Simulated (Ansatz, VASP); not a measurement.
One calculation of SrMg, two programs

INCAR

```
SYSTEM = SrMg
  PREC = Accurate
  ENCUT = 520
  EDIFF = 1E-6
  ISMEAR = 0
  SIGMA = 0.1
  LREAL = .False.
  LASPH = .True.
  NELM = 100
  ALGO = Fast
  ISIF = 2
  LWAVE = .False.
  LCHARG = .False.
  GGA = CA
  NBANDS = 13
```

The input KPOINTS:

```
Automatic mesh
0
Gamma
  4 4 4
  0 0 0
```

Contents of POSCAR:

```
SrMg
1.0
    0.0000000000      3.4995140000      3.4995140000
    3.4995140000      0.0000000000      3.4995140000
    3.4995140000      3.4995140000      0.0000000000
Sr Mg
1 1
Direct
    0.5000000000      0.5000000000      0.5000000000
    0.0000000000      0.0000000000      0.0000000000
```

Input for Ansatz:

```yaml
crystal:
  lattice:
    - [0.0, 3.499514, 3.499514]
    - [3.499514, 0.0, 3.499514]
    - [3.499514, 3.499514, 0.0]
  atoms:
    - { symbol: Sr, position: [0.5, 0.5, 0.5] }
    - { symbol: Mg, position: [0.0, 0.0, 0.0] }
basis:
  ecutwfc: 420
kpoints:
  mp_grid: { grid: [4, 4, 4] }
hamiltonian:
  xc: lda
scf:
  occupations: { method: gaussian, width: 0.1 }
output:
  forces: true
  stress: true
  eigenvalues: true
```

The cell comes from a database or a generator and needn't be the stable form of this composition.

Alike in both runs: task single point; functional LDA; k mesh 4 × 4 × 4; occupations gaussian, width 0.1 eV; no spin polarisation.

|  | VASP | Ansatz |
| --- | --- | --- |
| version | VASP 6.6.1 | Ansatz 0.2.0 |
| potentials or method | VASP PAW LDA potentials, release 64 (Sr_sv, Mg) | scalar-relativistic, plane waves, PAW |
| plane-wave cutoff (eV) | 520 | 420 |
| valence electrons in the cell | 12 | 20 |

Ansatz gave:

| Item | Value |
| --- | --- |
| gap on the k mesh at the Fermi level (eV) | none |
| pressure (GPa) | -1.1 |

Task: What did VASP give for the same quantities?

Result: gap on the k mesh at the Fermi level (eV): none; pressure (GPa): -1.2.

A gap of «none» marks a metal or a gap that the smearing closes. The two sets of potentials don't hold the same shells in valence.

Caveats: the k mesh is coarse (spacing up to 0.39 Å⁻¹), so the values aren't converged.
